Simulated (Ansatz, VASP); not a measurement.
# Y4Os: VASP beside Ansatz

```
Y Os
1.0
    -3.36779    3.36779    3.36779
     3.36779   -3.36779    3.36779
     3.36779    3.36779   -3.36779
Y Os
4 1
Cartesian
  1.6839 1.6839 -1.6839
  1.6839 -1.6839 1.6839
  -1.6839 1.6839 1.6839
  1.6839 1.6839 1.6839
  0.0000 0.0000 0.0000
```

Change from the starting cell: species swapped into the MnGa4 type (Im-3m, No. 229).

Alike in both runs: task relaxation of cell and atoms; functional PBE; k mesh 8 × 8 × 8; occupations gaussian, width 0.1 eV; no spin polarisation.

```csv
,VASP,Ansatz
version,VASP 6.6.1,Ansatz 0.2.0
potentials or method,"VASP PAW PBE potentials, release 64 (Y_sv, Os)","scalar-relativistic, plane waves, PAW"
plane-wave cutoff (eV),600,420
valence electrons in the cell,52,60
```

|  | VASP | Ansatz | Ansatz less VASP |
| --- | --- | --- | --- |
| gap on the k mesh at the Fermi level, each at its own relaxed structure (eV) | none | none | - |
| relaxed volume (Å³/atom) | 30.48 | 30.56 | +0.077 |
| relaxed cell length with the largest relative difference (Å) | 5.828 | 5.833 | +0.0049 |

A gap of «none» marks a metal or a gap that the smearing closes. The two sets of potentials don't hold the same shells in valence.

The runs have no spin-orbit coupling, so splittings on Os are missing.
